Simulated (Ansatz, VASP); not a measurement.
# NbRu: VASP beside Ansatz

One calculation is typed for both programs; each brings its own data sets. How far apart do they land? The cell is taken from a series of runs on this material, whose earlier steps may have relaxed, scaled, displaced or heated it; both programs get it as it stands.

Program: Ansatz 0.2.0. Level of theory: plane waves, with VASP 6.6.1 beside it; zone-centre phonons at PBEsol. Results are calculated unless marked as measured.

**1. The starting structure**

It takes space group Pm-3m (No. 221, cubic). Conventional cell: a = 3.139 Å, b = 3.139 Å, c = 3.139 Å, α = 90.00°, β = 90.00°, γ = 90.00°. Nearest to Nb lie 8 Ru at 2.72 Å. Nearest to Ru lie 8 Nb at 2.72 Å. Farther neighbours are not listed.

**2. Ansatz: zone-centre phonons, PBEsol**

Ansatz runs on its PAW soft_1 files.

Second derivatives magnify differences that forces hide, and they need a tight electronic threshold.

Input file input.yaml:

```yaml
crystal:
  lattice:
    - [3.1391803495, 0.0, 0.0]
    - [0.0, 3.1391803495, 0.0]
    - [0.0, 0.0, 3.1391803495]
  atoms:
    - { symbol: Nb, position: [0.0, 0.0, 0.0] }
    - { symbol: Ru, position: [0.5, 0.5, 0.5] }
kpoints:
  mp_grid: { grid: [16, 16, 16] }
hamiltonian:
  xc: pbesol
  pseudopotentials: { kind: paw, azcp: { folder: soft_1 }, xc_functional: pbe }
scf:
  occupations: { method: methfessel_paxton, width: 0.2 }
output:
  eigenvalues: true
phonons:
  method: dfpt
```

Command:

```
ansatz run input.yaml --threads 4 --pin off --max-ram 10240MiB --backend cpu --events-out ev --progress --plain --runs-dir out
```

Numbers of over 12 decimals in the logs are rounded to 6 here.

The program printed:

```text
Engine: ansatz 0.2.0, x86_64-unknown-linux-gnu
Pseudopotentials: kind: paw
Pseudopotential: Nb, paw, valence charge 13, recommended cutoff 420 eV (normal), soft_1/Nb.paw.azcp
Pseudopotential: Ru, paw, valence charge 16, recommended cutoff 420 eV (normal), soft_1/Ru.paw.azcp
Functional definition: PBEsol
  exchange = pbesol_x
  correlation = pbesol_c
Crystal: 2 atoms, lattice volume = 30.935 Å³
Basis set: ecut = 420 eV, 619 PW (Γ), exchange–correlation on 48×48×48 points (8 copies of the dense FFT grid, shifted against one another)
Bands: 19, of which v1, the nominal top of the filled ones, is band 15 counted from 1 (14 counted from 0)
Symmetry: 48 space group operations
k-points: 405 of 4096 (irreducible under 8 space group operations, time reversal used)
Non-local potential: Nb, projectors of the file, l = 0: 3, l = 1: 2, l = 2: 2, l = 3: 1
Non-local potential: Ru, projectors of the file, l = 0: 3, l = 1: 2, l = 2: 2, l = 3: 1
PAW form: soft (Blöchl's): semilocal exchange-correlation on the pseudo side does not see the compensation charge
PAW frozen core: Nb, regenerated for the run's functional, and the local potential with it (the file was generated under x = pbe(κ = 0.804, μ = 0.219515), c = pbe(β = 0.066725))
PAW frozen core: Ru, regenerated for the run's functional, and the local potential with it (the file was generated under x = pbe(κ = 0.804, μ = 0.219515), c = pbe(β = 0.066725))
PAW one-centre angular grid: Nb, 590 points (default); XC on 64 Gauss nodes
PAW one-centre angular grid: Ru, 590 points (default); XC on 64 Gauss nodes
Initial density: superposition of atomic densities (chi_scale 0.1, normalization cell, long waves kept (reshape's long-wave potential 0.00 eV rms))
Initial wavefunctions: pseudopotential atomic-orbital guess
Functional: x = pbesol(κ = 0.804, μ = 0.123457), c = pbesol(β = 0.046)
SCF iter   1: F=—  HF=-10314.640129 eV  |F-HF|=—  |Δ(HF+E_count)|=         —  Δρ=1.81e-1  dr2=1.33e1  ethr=3.10e-3  ⟨swp⟩=4.8  Hψ=30065  notcnv=0
preconditioner: auto → none  [metal: Δε(μ)=0.008 eV  Ē_g=5.475 eV  σ=0.200 eV  W_gap=0.03  n_scr=6 (ndim 8)  ℏωp=24.1 eV  f_vac=0.000  D(μ)=1.81/eV (n_scr^D=18)  sad-step TF]
SCF iter   2: F=—  HF=-10313.100976 eV  |F-HF|=—  |Δ(HF+E_count)|=    1.54e0  S|Δr|=    0.00e0  Δρ=1.11e-1  dr2=5.55e0  ethr=3.10e-3  ⟨swp⟩=2.3  Hψ=16563  notcnv=0  defer=2
SCF iter   3: F=—  HF=-10312.325831 eV  |F-HF|=—  |Δ(HF+E_count)|=   7.75e-1  S|Δr|=    0.00e0  Δρ=1.47e-2  dr2=3.88e-2  ethr=3.10e-3  ⟨swp⟩=2.1  Hψ=12745  notcnv=0  defer=2
SCF iter   4: F=—  HF=-10312.320244 eV  |F-HF|=—  |Δ(HF+E_count)|=   5.59e-3  S|Δr|=    0.00e0  Δρ=2.77e-3  dr2=8.86e-4  ethr=1.34e-4  ⟨swp⟩=1.3  Hψ=12022  notcnv=0
SCF iter   5: F=—  HF=-10312.320384 eV  |F-HF|=—  |Δ(HF+E_count)|=   1.40e-4  S|Δr|=    0.00e0  Δρ=7.86e-4  dr2=2.75e-4  ethr=3.06e-6  ⟨swp⟩=2.0  Hψ=12847  notcnv=0
SCF iter   6: F=—  HF=-10312.320359 eV  |F-HF|=—  |Δ(HF+E_count)|=   2.42e-5  S|Δr|=    0.00e0  Δρ=9.30e-5  dr2=3.39e-6  ethr=9.49e-7  ⟨swp⟩=1.0  Hψ=7704  notcnv=0
SCF iter   7: F=—  HF=-10312.320362 eV  |F-HF|=—  |Δ(HF+E_count)|=   2.27e-6  S|Δr|=    0.00e0  Δρ=1.71e-5  dr2=1.25e-7  ethr=1.17e-8  ⟨swp⟩=1.1  Hψ=7848  notcnv=0
SCF iter   8: F=—  HF=-10312.320360 eV  |F-HF|=—  |Δ(HF+E_count)|=   1.46e-6  S|Δr|=    0.00e0  Δρ=1.55e-6  dr2=9.01e-10  ethr=4.30e-10  ⟨swp⟩=2.0  Hψ=10401  notcnv=0
SCF iter   9: F=-10312.320360 eV  HF=-10312.320360 eV  |F-HF|=0.00e0  |Δ(HF+E_count)|=  7.28e-11  S|Δr|=    0.00e0  Δρ=1.60e-7  dr2=1.09e-12  ethr=1.00e-12  ⟨swp⟩=4.2  Hψ=37511  notcnv=0
the search or the solves at the SCF's close seem to have found levels that the self-consistency loop had missed (the run counts 2). By its estimate they hold under 1e-12 electrons; where the run keeps them, the occupations were computed again with them
SCF 1 converged in 9 iterations: F = -10312.320360 eV  dr2 = 1.09e-12
  greatest PAW one-centre occupation: 1.000 electrons in one spin orbital (limit 2), on the Ru atom at site 1 (counted from 0), in its partial waves of l = 0
DFPT response loops at Γ: preconditioner auto → Kerker (q_TF=auto, 2.699 Å⁻¹) (partly filled bands, converged f_vac=0.000); β = 1.00, the filter's whole step (`scf.mixing.beta` (0.50) is not read by the response loops under this deck's `scf.mixing.preconditioner`; to damp them name `kerker` or `kerker_dos`, under which they read `scf.mixing.beta`, and type it under 1.00, their step now; both keys bind the ground state too); Broyden in place of MSR1
SCF converged after 9 iterations
Stability not checked: this state was not tested for a lower state beside it, because cold or Methfessel-Paxton smearing, or corrected tetrahedra, fill the levels in a way that the test cannot read (fill_not_monotonic; see scf.lower_state_search)
Free energy (F): -10312.320360 eV
Harris-Foulkes:  -10312.320360 eV  (|F-HF|=0.00e0)
Internal energy: -10312.316716 eV  (E = F + TS)
E sigma→0 (E₀):  -10312.319449 eV
Entropy (-TS):   -0.003644 eV (-1.822 meV/atom)
Fermi energy:    21.345803 eV
--- Per-component energies (eV) ---
  E_band       = -130.035075
  E_kinetic    = 834.476491
  E_local      = -1998.967319  (includes V_loc(G=0)·N_el)
  E_nonlocal   = 511.301904
  E_hartree    = 672.443567
  E_xc         = -334.466853
  E_vxc        = -415.556045  (∫ρ·V_xc dr)
  E_paw        = -6466.747792  (= ΣΔE_a)
  E_vpaw       = -406.177916  (= ΣTr[D̂ρ^β])
  E_aug_tail   = 0.000657  (compensation charges beyond the density's cutoff)
  E_ewald      = -3530.799376
  E_core_change = 0.442006  (= ΣΔE_core)
  E_smearing   = -0.003644  (= −TS)
  E_closure    = -0.000000  (closes the sum)
  Σ components = -10312.320360   (vs F -10312.320360, Δ=0.00e0)
--- Band table (eV; the first three rows and the last of 405) ---
  k-point 0: bands = [... 11 lower, 18.9474, 18.9474, 18.9474, 22.1978, 22.1978, 24.9255, 24.9255, 24.9255]
  k-point 1: bands = [... 11 lower, 18.9409, 18.9409, 18.9768, 22.0967, 22.2349, 24.6730, 24.6730, 24.8647]
  k-point 2: bands = [... 11 lower, 18.9252, 18.9252, 19.0633, 21.8071, 22.3407, 24.0716, 24.0716, 24.6901]
  k-point 404: bands = [... 11 lower, 18.3306, 18.3306, 18.3306, 21.1608, 21.1608, 24.8791, 24.8791, 28.5792]
--- Phonons (Γ-DFPT): 2 representative perturbations + reference, on 405 of 4096 k-points (Σ response iterations 6) ---
  k mesh reduced under 8 symmetry operations, with k and −k counted as one. Each operation leaves every solved perturbation unchanged. A smaller set is not used because it would not reduce the number of displacements times k-points to solve
  ASR residual: 9.543e-5 → 0.000e0 eV/Å²; symmetrization residual: 1.927e-5 eV/Å²
  ASR residual per site (eV/Å²): 9.64e-6 9.54e-5
  Γ frequencies (cm⁻¹): 0.00 0.00 0.00 128.84 128.84 128.84
  non-analytic LO–TO correction: not included (Born effective charges unavailable; polar crystals: no LO–TO splitting at Γ)
```

**3. VASP: zone-centre phonons, PBEsol**

The same cell, functional, mesh and smearing now go to VASP, with its own data sets.

Lines of VASP's logs that name or quote its potential files are left out, and so is its time.

Input file INCAR:

```
SYSTEM = NbRu
PREC = Accurate
ENCUT = 500
EDIFF = 1E-08
NELM = 120
ISMEAR = 1
SIGMA = 0.2
LREAL = .FALSE.
ALGO = Normal
GGA = PS
NBANDS = 19
LASPH = .TRUE.
LORBIT = 11
LWAVE = .FALSE.
LCHARG = .FALSE.
ISIF = 2
IBRION = 8
GGA_COMPAT = .FALSE.
KPAR = 2
```

Input file POSCAR:

```
NbRu
1.0
    3.1391803495      0.0000000000      0.0000000000
    0.0000000000      3.1391803495      0.0000000000
    0.0000000000      0.0000000000      3.1391803495
Nb Ru
1 1
Direct
    0.0000000000      0.0000000000      0.0000000000
    0.5000000000      0.5000000000      0.5000000000
```

Input file KPOINTS:

```
Automatic mesh
0
Gamma
16 16 16
0 0 0
```

PAW data sets: Nb_sv and Ru_pv (PBE family, release 64).

Command:

```
mpirun -np 2 vasp_std
```

The program printed:

```text
[banner, memory and clock lines left out]
running    2 mpi-ranks, on    1 nodes
 distrk:  each k-point on    1 cores,    2 groups
 distr:  one band on    1 cores,    1 groups

 POSCAR found type information on POSCAR NbRu
 POSCAR found :  2 types and       2 ions
|                                                                             |
|               ----> ADVICE to this user running VASP <----                  |
|                                                                             |
|     You enforced a specific xc type in the INCAR file but a different       |
|     [... a line on the potential file left out ...]
|     I HOPE YOU KNOW WHAT YOU ARE DOING!                                     |
|                                                                             |

 LDA part: xc-table for (Slater+PW92), standard interpolation
 POSCAR, INCAR and KPOINTS ok, starting setup
 FFT: planning ... GRIDC
 FFT: planning ... GRID_SOFT
 FFT: planning ... GRID
 WAVECAR not read
 entering main loop
       N       E                     dE             d eps       ncg     rms          rms(c)
DAV:   1     0.288424299077E+03    0.28842E+03   -0.15577E+04  6270   0.146E+03
DAV:   2    -0.117043929429E+02   -0.30013E+03   -0.29453E+03  7021   0.516E+02
DAV:   3    -0.222022592118E+02   -0.10498E+02   -0.10110E+02  9413   0.889E+01
DAV:   4    -0.226977640626E+02   -0.49550E+00   -0.49124E+00  8622   0.154E+01
DAV:   5    -0.227132560356E+02   -0.15492E-01   -0.15484E-01  9652   0.239E+00    0.137E+01
DAV:   6    -0.215825588187E+02    0.11307E+01   -0.25435E+00  8309   0.153E+01    0.404E+00
DAV:   7    -0.216032255723E+02   -0.20667E-01   -0.17488E+00  9658   0.863E+00    0.426E+00
DAV:   8    -0.214190187406E+02    0.18421E+00   -0.78323E-01  7000   0.559E+00    0.119E+00
DAV:   9    -0.214211943640E+02   -0.21756E-02   -0.42090E-02  8373   0.194E+00    0.253E-01
DAV:  10    -0.214204071844E+02    0.78718E-03   -0.31323E-03  9455   0.564E-01    0.259E-02
DAV:  11    -0.214204262268E+02   -0.19042E-04   -0.19107E-04  9595   0.129E-01    0.303E-02
DAV:  12    -0.214204251632E+02    0.10636E-05   -0.30625E-05  8120   0.510E-02    0.727E-03
DAV:  13    -0.214204250788E+02    0.84417E-07   -0.17715E-06  8544   0.127E-02    0.251E-03
DAV:  14    -0.214204243903E+02    0.68849E-06   -0.19705E-07  8526   0.578E-03    0.678E-04
DAV:  15    -0.214204243945E+02   -0.42414E-08   -0.39470E-09  4017   0.617E-04
   1 F= -.21420424E+02 E0= -.21419217E+02  d E =-.362095E-02
 Linear response reoptimize wavefunctions to high precision
DAV:   1    -0.214204244129E+02   -0.18365E-07   -0.53523E-09  7080   0.678E-04
DAV:   2    -0.214204244129E+02   -0.22737E-11   -0.21720E-10  3678   0.137E-04
 Linear response DOF=           2
 Linear response progress:
  Degree of freedom:   1/  2
       N       E                     dE             d eps       ncg     rms          rms(c)
RMM:   1    -0.577587234696E+00   -0.57759E+00    0.67884E+00 16784   0.260E+01
RMM:   2    -0.472777217562E+00    0.10481E+00   -0.51416E-01 22912   0.464E+00    0.259E-01
RMM:   3    -0.471937089945E+00    0.84013E-03   -0.35817E-02 28037   0.121E+00    0.149E-01
RMM:   4    -0.472714132412E+00   -0.77704E-03   -0.11569E-02 32935   0.452E-01    0.342E-02
RMM:   5    -0.472960550027E+00   -0.24642E-03   -0.84272E-04 34111   0.153E-01    0.238E-02
RMM:   6    -0.472912188882E+00    0.48361E-04   -0.37283E-04 34708   0.789E-02    0.217E-02
RMM:   7    -0.472598113773E+00    0.31408E-03   -0.83874E-05 31794   0.544E-02    0.713E-03
RMM:   8    -0.472586955358E+00    0.11158E-04   -0.42786E-05 35812   0.251E-02    0.318E-03
RMM:   9    -0.472504232421E+00    0.82723E-04   -0.20253E-05 36578   0.144E-02    0.526E-04
RMM:  10    -0.472512183448E+00   -0.79510E-05   -0.12526E-05 36192   0.880E-03    0.310E-04
RMM:  11    -0.472515921044E+00   -0.37376E-05   -0.81753E-06 36546   0.555E-03    0.312E-04
RMM:  12    -0.472517314211E+00   -0.13932E-05   -0.61467E-06 37255   0.381E-03    0.133E-04
RMM:  13    -0.472519113771E+00   -0.17996E-05   -0.49194E-06 37984   0.275E-03    0.620E-05
RMM:  14    -0.472522366551E+00   -0.32528E-05   -0.37456E-06 33535   0.220E-03    0.674E-05
RMM:  15    -0.472519919609E+00    0.24469E-05   -0.33181E-06 31371   0.181E-03    0.515E-05
RMM:  16    -0.472520042649E+00   -0.12304E-06   -0.26110E-06 37731   0.146E-03    0.697E-05
RMM:  17    -0.472519892939E+00    0.14971E-06   -0.20811E-06 36787   0.123E-03    0.932E-05
RMM:  18    -0.472520057168E+00   -0.16423E-06   -0.17814E-06 35328   0.106E-03    0.103E-04
RMM:  19    -0.472519898750E+00    0.15842E-06   -0.15705E-06 33543   0.937E-04    0.125E-04
RMM:  20    -0.472519382964E+00    0.51579E-06   -0.12120E-06 32113   0.863E-04    0.155E-04
RMM:  21    -0.472519461350E+00   -0.78386E-07   -0.11286E-06 33938   0.753E-04    0.164E-04
RMM:  22    -0.472519480778E+00   -0.19428E-07   -0.93982E-07 34792   0.676E-04    0.173E-04
RMM:  23    -0.472519534510E+00   -0.53732E-07   -0.92372E-07 31834   0.614E-04    0.180E-04
 first order change of Fermi-energy  -0.22202E-02
 force on displaced ion       1 direction 1 :  -3.130   0.000   0.000
 Linear response progress:
  Degree of freedom:   2/  2
       N       E                     dE             d eps       ncg     rms          rms(c)
RMM:   1    -0.555061028534E+00   -0.55506E+00    0.33350E+00 16640   0.501E+01
RMM:   2    -0.662652415936E+00   -0.10759E+00   -0.13750E-01 22442   0.277E+00    0.179E-01
RMM:   3    -0.663019741981E+00   -0.36733E-03   -0.96774E-03 27408   0.641E-01    0.102E-01
RMM:   4    -0.662786582756E+00    0.23316E-03   -0.11761E-03 29792   0.220E-01    0.331E-02
RMM:   5    -0.662694227263E+00    0.92355E-04   -0.21993E-04 32445   0.859E-02    0.247E-02
RMM:   6    -0.662682984863E+00    0.11242E-04   -0.55111E-05 30929   0.368E-02    0.141E-02
RMM:   7    -0.662649089321E+00    0.33896E-04   -0.22808E-05 30263   0.221E-02    0.236E-03
RMM:   8    -0.662644282091E+00    0.48072E-05   -0.90929E-06 35181   0.965E-03    0.161E-03
RMM:   9    -0.662638807479E+00    0.54746E-05   -0.45314E-06 34794   0.509E-03    0.319E-04
RMM:  10    -0.662640948381E+00   -0.21409E-05   -0.24722E-06 35017   0.286E-03    0.202E-04
RMM:  11    -0.662643953700E+00   -0.30053E-05   -0.19691E-06 36146   0.181E-03    0.609E-05
RMM:  12    -0.662643176585E+00    0.77712E-06   -0.11134E-06 35997   0.118E-03    0.718E-05
RMM:  13    -0.662643461022E+00   -0.28444E-06   -0.72931E-07 36989   0.843E-04    0.474E-05
RMM:  14    -0.662643529585E+00   -0.68563E-07   -0.59773E-07 32987   0.675E-04    0.127E-05
RMM:  15    -0.662643483586E+00    0.45999E-07   -0.51141E-07 34772   0.510E-04    0.220E-05
RMM:  16    -0.662643601713E+00   -0.11813E-06   -0.36778E-07 32460   0.431E-04    0.601E-06
RMM:  17    -0.662643646906E+00   -0.45194E-07   -0.33346E-07 36400   0.353E-04    0.762E-06
RMM:  18    -0.662643680914E+00   -0.34008E-07   -0.26900E-07 31417   0.306E-04    0.394E-06
RMM:  19    -0.662643689655E+00   -0.87403E-08   -0.90341E-08 34187   0.264E-04    0.397E-06
 first order change of Fermi-energy   0.22993E-02
 force on displaced ion       2 direction 1 :  -3.059   0.000  -0.000
 Linear response finished
```

(Part 1 of 2 ends here.)

[Lines on the potential files, build, host, timing and source positions are cut from VASP's logs without a mark.]

[Logs are printed without paths, hosts, clocks, repeated set-up lines and the standing remarks that a program may print on its own settings, such as how far it seeks lower states.]

[Hosts, paths, dates, database ids (printed as entryN), source tags and the programs' standing remarks are cut or masked in the printed files.]
